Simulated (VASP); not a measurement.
```
AlN
1.0
    1.57362    -2.72558     0.00000
    1.57362     2.72558     0.00000
    0.00000     0.00000     5.03762
Al N
2 2
Direct
  0.66667   0.33333   0.50002
  0.33333   0.66667   0.00002
  0.66667   0.33333   0.88198
  0.33333   0.66667   0.38198
```

All values below come from RPBE GGA, VASP's PBE PAW potentials (set 64) (plane waves; VASP). Run with 520 eV cut-off, 9×9×5 Γ-centred mesh, tetrahedra with Blöchl corrections, potentials Al N.

The cores are frozen, which limits the accuracy of field gradients.

Q: Give the principal components of the electric field gradient (V/Å²) and the asymmetry η at each nucleus.

A: 
| atom | Vxx | Vyy | Vzz | η |
|---|---|---|---|---|
| Al1 | -2.4 | -2.4 | 4.9 | 0.00 |
| Al2 | -2.4 | -2.4 | 4.9 | 0.00 |
| N3 | 0.0 | 0.0 | 0.0 | - |
| N4 | 0.0 | 0.0 | 0.0 | - |

The compound is AlN in the wurtzite structure. It was relaxed first.
